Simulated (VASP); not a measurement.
Input:

```
CELL_PARAMETERS angstrom
     -2.71518     2.71518     1.47226
      2.71518    -2.71518     1.47226
      2.71518     2.71518    -1.47226
ATOMIC_POSITIONS crystal
  Sn 0.25000 0.75000 0.50000
  Sn 0.00000 0.00000 0.00000
```

These are PBEsol GGA, VASP's PBE PAW potentials (set 64) (plane waves; VASP) values and carry that method's errors. Numerical set-up: 500 eV cut-off, 14×14×14 Γ-centred mesh, first-order Methfessel-Paxton smearing of 0.10 eV, potentials Sn_d.

Unless said otherwise, spin-orbit coupling is left out, though it shifts the bands of the heavy elements here.

Task: What does the run give for the energy per atom (σ→0), pressure, band gap (on the k-mesh) with the smallest direct gap where there is one?

Result: 
```json
{
  "band gap (on the k-mesh)": "none (metal, semimetal or under 0.01 eV)",
  "energy per atom (σ→0)": "-3.994 eV/atom",
  "pressure": "199.8 kbar"
}
```

The absolute energy has meaning only against runs of the same code, potentials and settings.

The compound is Sn in the beta structure. It was relaxed first under an external pressure of 20 GPa.
